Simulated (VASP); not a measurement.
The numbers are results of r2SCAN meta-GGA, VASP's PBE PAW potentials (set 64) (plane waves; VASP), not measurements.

A VASP calculation is set up with these files.

File POSCAR:
```
Sc
1
    1.6659464631    -2.8855038285     0.0000000000
    1.6659464631     2.8855038285     0.0000000000
    0.0000000000     0.0000000000     5.0318432238
Sc
2
Direct
  0.3333330000   0.6666670000   0.2500000000
  0.6666670000   0.3333330000   0.7500000000
```

File KPOINTS:
```
Automatic mesh
0
Gamma
12 12 8
0 0 0
```

### INCAR
```
# general
SYSTEM  = Sc
PREC    = Accurate
ENCUT   = 480   # plane-wave cut-off (eV)
LREAL   = .FALSE.
LASPH   = .TRUE.

# electronic loop
EDIFF   = 1E-7   # SCF stop (eV)
NELM    = 100   # most electronic steps
ALGO    = Normal
LMAXMIX = 4   # l cut-off of mixed one-centre charges
LMIXTAU = .TRUE.

# smearing
ISMEAR  = 1   # Methfessel-Paxton
SIGMA   = 0.1

# functional
METAGGA = R2SCAN

# ions
IBRION  = 2   # conjugate gradients
NSW     = 30
ISIF    = 2   # forces and stress, cell fixed
EDIFFG  = -0.01   # ionic stop

# output
LWAVE   = .FALSE.
LCHARG  = .FALSE.
```

POTCAR, in this order: Sc_sv (PBE.64 set). Program: vasp_std.

Output of the run:

OSZICAR:
```
       N       E                     dE             d eps       ncg     rms          rms(c)
DAV:   1     0.381206275553E+03    0.38121E+03   -0.11044E+04  2858   0.152E+03
DAV:   2    -0.520306895773E+01   -0.38641E+03   -0.38050E+03  4056   0.701E+02
DAV:   3    -0.285364124885E+02   -0.23333E+02   -0.22717E+02  4724   0.195E+02
DAV:   4    -0.288935482608E+02   -0.35714E+00   -0.35647E+00  4382   0.236E+01
DAV:   5    -0.288993577913E+02   -0.58095E-02   -0.58083E-02  4779   0.292E+00    0.101E+01
DAV:   6    -0.235351549799E+02    0.53642E+01   -0.72276E+00  3158   0.441E+01    0.202E+00
DAV:   7    -0.216420928491E+02    0.18931E+01   -0.13834E+00  3760   0.109E+01    0.924E-01
DAV:   8    -0.231336670571E+02   -0.14916E+01   -0.68773E-01  3403   0.721E+00    0.656E-01
DAV:   9    -0.227415831941E+02    0.39208E+00   -0.43502E-01  2864   0.782E+00    0.275E-01
DAV:  10    -0.226246682160E+02    0.11691E+00   -0.86155E-02  3764   0.397E+00    0.151E-01
DAV:  11    -0.227035921680E+02   -0.78924E-01   -0.32277E-02  3018   0.220E+00    0.126E-01
DAV:  12    -0.226900102801E+02    0.13582E-01   -0.29507E-03  4723   0.722E-01    0.572E-02
DAV:  13    -0.226963485416E+02   -0.63383E-02   -0.55878E-03  2955   0.889E-01    0.479E-02
DAV:  14    -0.226972693299E+02   -0.92079E-03   -0.33770E-04  4751   0.270E-01    0.515E-02
DAV:  15    -0.226974850097E+02   -0.21568E-03   -0.42326E-06  4265   0.262E-02    0.534E-02
DAV:  16    -0.226947288043E+02    0.27562E-02   -0.64539E-04  3074   0.218E-01    0.864E-03
DAV:  17    -0.226946717360E+02    0.57068E-04   -0.30407E-05  4597   0.663E-02    0.795E-03
DAV:  18    -0.226946751888E+02   -0.34527E-05   -0.99289E-07  3555   0.102E-02    0.856E-03
DAV:  19    -0.226946687070E+02    0.64818E-05   -0.18938E-05  3144   0.395E-02    0.347E-03
DAV:  20    -0.226946761118E+02   -0.74049E-05   -0.11907E-05  2990   0.329E-02    0.248E-03
DAV:  21    -0.226946746549E+02    0.14569E-05   -0.59324E-07  2615   0.825E-03    0.183E-03
DAV:  22    -0.226946785879E+02   -0.39330E-05   -0.44967E-07  2720   0.978E-03    0.742E-04
DAV:  23    -0.226946793843E+02   -0.79639E-06   -0.97449E-08  1719   0.715E-03    0.354E-04
DAV:  24    -0.226946790462E+02    0.33809E-06   -0.48639E-08  1698   0.553E-03    0.331E-04
DAV:  25    -0.226946792885E+02   -0.24230E-06   -0.63938E-08  1649   0.409E-03    0.178E-04
DAV:  26    -0.226946787841E+02    0.50432E-06   -0.18415E-08  1635   0.302E-03    0.302E-04
DAV:  27    -0.226946787040E+02    0.80118E-07   -0.19379E-08  1586   0.201E-03
   1 F= -.22694679E+02 E0= -.22694070E+02  d E =-.226947E+02
```

**OUTCAR**
```
------------------------ aborting loop because EDIFF is reached ----------------------------------------
  FORCE on cell =-STRESS in cart. coord.  units (eV):
  Direction    XX          YY          ZZ          XY          YZ          ZX
  --------------------------------------------------------------------------------------
  Total        0.2831934      0.2831933      0.9964703      0.0000000      0.0000000      0.0000000
  in kB        9.3789422      9.3789417     33.0016129      0.0000000      0.0000000      0.0000000
  external PRESSURE =      17.2531656 kB  Pullay stress =       0.0000000 kB
  volume of cell :       48.38
      direct lattice vectors                 reciprocal lattice vectors
     1.665946463 -2.885503829  0.000000000     0.300129693 -0.173279964  0.000000000
     1.665946463  2.885503829  0.000000000     0.300129693  0.173279964  0.000000000
     0.000000000  0.000000000  5.031843224     0.000000000  0.000000000  0.198734332
 POSITION                                       TOTAL-FORCE (eV/Angst)
 -----------------------------------------------------------------------------------
      1.66595      0.96184      1.25796        -0.000000     -0.000000      0.000000
      1.66595     -0.96184      3.77388         0.000000      0.000000      0.000000
 -----------------------------------------------------------------------------------
    total drift:                                0.000000      0.000685     -0.000014
  FREE ENERGIE OF THE ION-ELECTRON SYSTEM (eV)
  ---------------------------------------------------
  free  energy   TOTEN  =       -22.6946787040 eV

  energy  without entropy=      -22.6928531611  energy(sigma->0) =      -22.69407019

 reached required accuracy - stopping structural energy minimisation
```
(Selected blocks of OUTCAR.)

The compound is Sc in the hcp structure. This cell was strained or had an atom moved on purpose.
